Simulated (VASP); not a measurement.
These are PBEsol GGA, VASP's PBE PAW potentials (set 64) (plane waves; VASP 6.6.1) values and carry that method's errors.

A VASP calculation is set up with these files.

**KPOINTS**
```
Automatic mesh
0
Gamma
9 9 5
0 0 0
```

**INCAR**
```
LMAXMIX = 4   # l cut-off of mixed one-centre charges
NSW = 60   # most ionic steps
IBRION = 2   # conjugate gradients
ISIF = 3   # ions, shape and volume
ALGO = Normal   # blocked Davidson
ISMEAR = 1
GGA = PS   # PBEsol
SYSTEM = ZrB
PREC = Accurate
LCHARG = .FALSE.
ENCUT = 520   # plane-wave cut-off (eV)
EDIFF = 1E-6
NELM = 100   # most electronic steps
LASPH = .TRUE.   # aspherical one-centre terms
LREAL = .FALSE.   # projection in real space or not
EDIFFG = -0.02   # ionic stop
SIGMA = 0.1
LWAVE = .FALSE.
```

### POSCAR
```
ZrB
1.0
  3.3591976150   0.0000000000   0.0000000000
 -1.6795988075   2.9091506553   0.0000000000
  0.0000000000   0.0000000000   6.1312074202
Zr B
2 2
Cartesian
  0.0000000000   0.0000000000   0.0000000000
  0.0000000000   0.0000000000   3.0656037101
 -0.0000016796   1.9394347399   1.5328018550
  1.6796004871   0.9697159154   4.5984055652
```

POTCAR, in this order: Zr_sv B (PBE.64 set). Program: vasp_std.

Output of the run:

File OUTCAR:
```
 ion  position               nearest neighbor table
   1  0.000  0.000  0.000-   3 2.47   4 2.47   4 2.47   3 2.47   4 2.47   3 2.47   2 3.07   2 3.07
  LATTYP: Found a hexagonal cell.
 ALAT       =     3.3591976150
 C/A-ratio  =     1.8251999801
 Subroutine PRICEL returns:
 Original cell was already a primitive cell.
 Subroutine GETGRP returns: Found 24 space group operations
The static configuration has the point symmetry D_3d.
 The point group associated with its full space group is D_6h.
The dynamic configuration has the point symmetry D_3d.
 Subroutine INISYM returns: Found 24 space group operations
 Subroutine IBZKPT returns following result:
 Found     36 irreducible k-points:

 Following reciprocal coordinates:
            Coordinates               Weight
  0.000000  0.000000  0.000000      1.000000
  0.111111  0.000000  0.000000      6.000000
  0.222222 -0.000000  0.000000      6.000000
  0.333333  0.000000  0.000000      6.000000
  0.444444 -0.000000  0.000000      6.000000
  0.111111  0.111111  0.000000      6.000000
  0.222222  0.111111  0.000000     12.000000
  0.333333  0.111111  0.000000     12.000000
  0.444444  0.111111  0.000000      6.000000
  0.222222  0.222222  0.000000      6.000000
  0.333333  0.222222  0.000000     12.000000
  0.333333  0.333333  0.000000      2.000000
  0.000000  0.000000  0.200000      2.000000
  0.111111  0.000000  0.200000     12.000000
  0.222222 -0.000000  0.200000     12.000000
  0.333333  0.000000  0.200000     12.000000
  0.444444 -0.000000  0.200000     12.000000
  0.111111  0.111111  0.200000     12.000000
  0.222222  0.111111  0.200000     24.000000
  0.333333  0.111111  0.200000     24.000000
  0.444444  0.111111  0.200000     12.000000
  0.222222  0.222222  0.200000     12.000000
  0.333333  0.222222  0.200000     24.000000
  0.333333  0.333333  0.200000      4.000000
  0.000000  0.000000  0.400000      2.000000
  0.111111  0.000000  0.400000     12.000000
  0.222222 -0.000000  0.400000     12.000000
  0.333333  0.000000  0.400000     12.000000
  0.444444 -0.000000  0.400000     12.000000
  0.111111  0.111111  0.400000     12.000000
  0.222222  0.111111  0.400000     24.000000
  0.333333  0.111111  0.400000     24.000000
  0.444444  0.111111  0.400000     12.000000
  0.222222  0.222222  0.400000     12.000000
  0.333333  0.222222  0.400000     24.000000
  0.333333  0.333333  0.400000      4.000000
   k-points           NKPTS =     36   k-points in BZ     NKDIM =     36   number of bands    NBANDS=     19
   number of dos      NEDOS =    301   number of ions     NIONS =      4
   total plane-waves  NPLWV =  37632
   dimension x,y,z NGX =    28 NGY =   28 NGZ =   48
   dimension x,y,z NGXF=    56 NGYF=   56 NGZF=   96
   ions per type =               2   2
   PREC   = accura    normal or accurate (medium, high low for compatibility)
   ISTART =      0    job   : 0-new  1-cont  2-samecut
   ICHARG =      2    charge: 1-file 2-atom 10-const
   ISPIN  =      1    spin polarized calculation?
   LNONCOLLINEAR =      F non collinear calculations
   LSORBIT =      F    spin-orbit coupling
   INIWAV =      1    electr: 0-lowe 1-rand  2-diag
   ENCUT  =  520.0 eV  38.22 Ry    6.18 a.u.   6.25  6.25 11.40*2*pi/ulx,y,z
   NELM   =    100;   NELMIN=  2; NELMDL= -5     # of ELM steps
   EDIFF  = 0.1E-05   stopping-criterion for ELM
   LREAL  =      F    real-space projection
   NLSPLINE    = F    spline interpolate recip. space projectors
   LMAXMIX     =    4 max onsite mixed and CHGCAR
   VOSKOWN=      0    Vosko Wilk Nusair interpolation
   EDIFFG = -.2E-01   stopping-criterion for IOM
   NSW    =     60    number of steps for IOM
...
```

**OSZICAR**
```
       N       E                     dE             d eps       ncg     rms          rms(c)
DAV:   1     0.240679987792E+03    0.24068E+03   -0.16150E+04  1368   0.155E+03
DAV:   2    -0.163434326697E+02   -0.25702E+03   -0.25095E+03  1641   0.402E+02
DAV:   3    -0.349198070169E+02   -0.18576E+02   -0.17863E+02  2396   0.836E+01
DAV:   4    -0.357082062109E+02   -0.78840E+00   -0.78663E+00  1746   0.156E+01
DAV:   5    -0.357345742907E+02   -0.26368E-01   -0.26360E-01  2011   0.255E+00    0.243E+01
DAV:   6    -0.320638778807E+02    0.36707E+01   -0.17821E+01  1597   0.214E+01    0.917E+00
DAV:   7    -0.321202573858E+02   -0.56380E-01   -0.10819E+00  2165   0.484E+00    0.415E+00
DAV:   8    -0.321190409710E+02    0.12164E-02   -0.82379E-02  1709   0.219E+00    0.968E-01
DAV:   9    -0.321186609911E+02    0.37998E-03   -0.11361E-02  2035   0.698E-01    0.182E-01
DAV:  10    -0.321187503658E+02   -0.89375E-04   -0.76233E-04  1995   0.232E-01    0.553E-02
DAV:  11    -0.321187603187E+02   -0.99530E-05   -0.71289E-05  2055   0.663E-02    0.812E-03
DAV:  12    -0.321187585194E+02    0.17993E-05   -0.22683E-06  1145   0.149E-02    0.220E-03
DAV:  13    -0.321187585177E+02    0.16844E-08   -0.22352E-07   927   0.465E-03
   1 F= -.32118759E+02 E0= -.32118147E+02  d E =-.321188E+02
       N       E                     dE             d eps       ncg     rms          rms(c)
DAV:   1    -0.321274502664E+02   -0.86917E-02   -0.34980E-01  1472   0.581E+00    0.103E+00
DAV:   2    -0.321203705321E+02    0.70797E-02   -0.29082E-02  1610   0.151E+00    0.327E-01
DAV:   3    -0.321188115978E+02    0.15589E-02   -0.76002E-03  2073   0.644E-01    0.138E-01
DAV:   4    -0.321189508945E+02   -0.13930E-03   -0.85330E-04  1959   0.139E-01    0.498E-02
DAV:   5    -0.321190483082E+02   -0.97414E-04   -0.34402E-04  2180   0.116E-01    0.560E-02
DAV:   6    -0.321190842695E+02   -0.35961E-04   -0.41380E-05  2146   0.447E-02    0.138E-02
DAV:   7    -0.321190859879E+02   -0.17185E-05   -0.45783E-06  1331   0.160E-02    0.235E-03
DAV:   8    -0.321190862343E+02   -0.24636E-06   -0.21769E-07   828   0.577E-03
   2 F= -.32119086E+02 E0= -.32118563E+02  d E =-.327717E-03
       N       E                     dE             d eps       ncg     rms          rms(c)
DAV:   1    -0.321205685987E+02   -0.14826E-02   -0.52602E-02  1472   0.225E+00    0.400E-01
DAV:   2    -0.321195139016E+02    0.10547E-02   -0.44393E-03  1612   0.588E-01    0.128E-01
DAV:   3    -0.321192798528E+02    0.23405E-03   -0.11487E-03  2070   0.250E-01    0.527E-02
DAV:   4    -0.321192956870E+02   -0.15834E-04   -0.12709E-04  1942   0.534E-02    0.194E-02
DAV:   5    -0.321193063820E+02   -0.10695E-04   -0.51716E-05  2162   0.447E-02    0.215E-02
DAV:   6    -0.321193080851E+02   -0.17032E-05   -0.58550E-06  1497   0.173E-02    0.499E-03
DAV:   7    -0.321193076296E+02    0.45553E-06   -0.73875E-07   747   0.761E-03
   3 F= -.32119308E+02 E0= -.32118748E+02  d E =-.549112E-03
```

**OUTCAR**
```
------------------------ aborting loop because EDIFF is reached ----------------------------------------
  FORCE on cell =-STRESS in cart. coord.  units (eV):
  Direction    XX          YY          ZZ          XY          YZ          ZX
  --------------------------------------------------------------------------------------
  Total        0.0788333      0.0788333     -0.0244841      0.0000000      0.0000000      0.0000000
  in kB        2.1159052      2.1159055     -0.6571602      0.0000000      0.0000000      0.0000000
  external PRESSURE =       1.1915502 kB  Pullay stress =       0.0000000 kB
  volume of cell :       59.69
      direct lattice vectors                 reciprocal lattice vectors
     3.357562791  0.000000000  0.000000000     0.297835085  0.171955156 -0.000000000
    -1.678781395  2.907734856 -0.000000000     0.000000000  0.343910312 -0.000000000
     0.000000000  0.000000000  6.114274769     0.000000000  0.000000000  0.163551695
 POSITION                                       TOTAL-FORCE (eV/Angst)
 -----------------------------------------------------------------------------------
      0.00000      0.00000     -0.00000         0.000000     -0.000000      0.000000
      0.00000      0.00000      3.05714         0.000000     -0.000000      0.000000
     -0.00000      1.93849      1.52857         0.000000      0.000000     -0.000000
      1.67878      0.96924      4.58571        -0.000000      0.000000      0.000000
 -----------------------------------------------------------------------------------
    total drift:                               -0.000000      0.000000      0.000000
  FREE ENERGIE OF THE ION-ELECTRON SYSTEM (eV)
  ---------------------------------------------------
  free  energy   TOTEN  =       -32.1193076296 eV

  energy  without entropy=      -32.1176297366  energy(sigma->0) =      -32.11874833

 reached required accuracy - stopping structural energy minimisation
```
(Selected blocks of OUTCAR.)

File CONTCAR:
```
ZrB
   1.00000000000000
     3.3575627907758441    0.0000000000000000    0.0000000000000000
    -1.6787813953879220    2.9077348557219649   -0.0000000000000000
     0.0000000000000000    0.0000000000000000    6.1142747692857284
  Zr              B
     2     2
Direct
     0.0000000000000000    0.0000000000000000    0.0000000000000000
     0.0000000000000000    0.0000000000000000    0.5000000000000000
     0.3333330000000032    0.6666669999999968    0.2500000000000000
     0.6666669999999968    0.3333330000000032    0.7500000000000000
```

### OUTCAR
```
 val. band max:        7.5953357769   @ k =   0.3333   0.0000   0.0000

 cond. band min:       7.6791329224   @ k =   0.3333   0.1111   0.4000


 Fermi energy:         7.6262117569

 k-point     1 :       0.0000    0.0000    0.0000
  band No.  band energies     occupation
      1     -40.1338      2.00000
      2     -40.0459      2.00000
      3     -18.7010      2.00000
      4     -17.9988      2.00000
      5     -17.9988      2.00000
      6     -17.9078      2.00000
      7     -17.9078      2.00000
      8     -17.8206      2.00000
      9      -0.7300      2.00000
     10       2.6353      2.00000
     11       3.6141      2.00000
     12       6.6865      2.00000
     13       6.6865      2.00000
     14       6.7283      2.00000
     15       9.5665     -0.00000
     16       9.5665     -0.00000
     17       9.6078     -0.00000
     18       9.6078     -0.00000
     19      10.1825      0.00000

 k-point     2 :       0.1111    0.0000    0.0000
  band No.  band energies     occupation
      1     -40.1269      2.00000
      2     -40.0394      2.00000
      3     -18.6864      2.00000
      4     -18.0681      2.00000
      5     -18.0144      2.00000
      6     -17.9706      2.00000
      7     -17.9218      2.00000
      8     -17.8123      2.00000
      9      -0.4790      2.00000
     10       2.4802      2.00000
     11       3.9268      2.00000
     12       6.5924      2.00000
     13       6.7843      2.00000
     14       6.8154      2.00000
     15       8.4373     -0.00000
     16       8.8349     -0.00000
     17       9.1014     -0.00000
     18       9.8437      0.00000
     19      10.7560      0.00000

 k-point     3 :       0.2222   -0.0000    0.0000
  band No.  band energies     occupation
      1     -40.1095      2.00000
      2     -40.0227      2.00000
      3     -18.6493      2.00000
      4     -18.2398      2.00000
      5     -18.1264      2.00000
      6     -18.0538      2.00000
      7     -17.9570      2.00000
...
```

The structure was generated: ZrB was put into the NiAs type type (P6_3/mmc), which need not be its known phase. This run relaxes it. Symmetry was kept, so distortions that lower it aren't found. The start is the result of an earlier pass.
